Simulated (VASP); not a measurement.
Data:

```
CELL_PARAMETERS angstrom
      1.79650    -3.11163     0.00000
      1.79650     3.11163     0.00000
      0.00000     0.00000     5.54193
ATOMIC_POSITIONS crystal
  Dy 0.33333 0.66667 0.25000
  Dy 0.66667 0.33333 0.75000
```

Level of theory: PBE GGA with D4 dispersion, VASP's PBE PAW potentials (set 64) (plane waves; VASP 6.6.1). Settings: 520 eV cut-off, Gaussian smearing of 0.050 eV, potentials Dy_3.

The 4f electrons are frozen in the core of the lanthanide potential, so 4f levels, which can set the real gap, and their magnetism are missing.

Q: Give the energies of bands 7 to 12 at the high-symmetry points, in eV from the Fermi level.

A: 
| band | Γ | M | K | A | L | H |
|---|---|---|---|---|---|---|
| 7 | -5.15 | -1.93 | -0.96 | -3.49 | -1.95 | -0.59 |
| 8 | -2.18 | -1.45 | -0.73 | -3.49 | -1.95 | -0.59 |
| 9 | 1.46 | -0.96 | -0.73 | 1.07 | 0.06 | -0.41 |
| 10 | 1.80 | 0.06 | -0.42 | 1.07 | 0.06 | -0.41 |
| 11 | 1.80 | 1.43 | 1.22 | 1.68 | 1.73 | 0.60 |
| 12 | 2.33 | 1.69 | 1.22 | 1.68 | 1.73 | 0.60 |

It has no gap at this level: it comes out as a metal or semimetal.

The compound is Dy in the hcp structure. It was relaxed first.
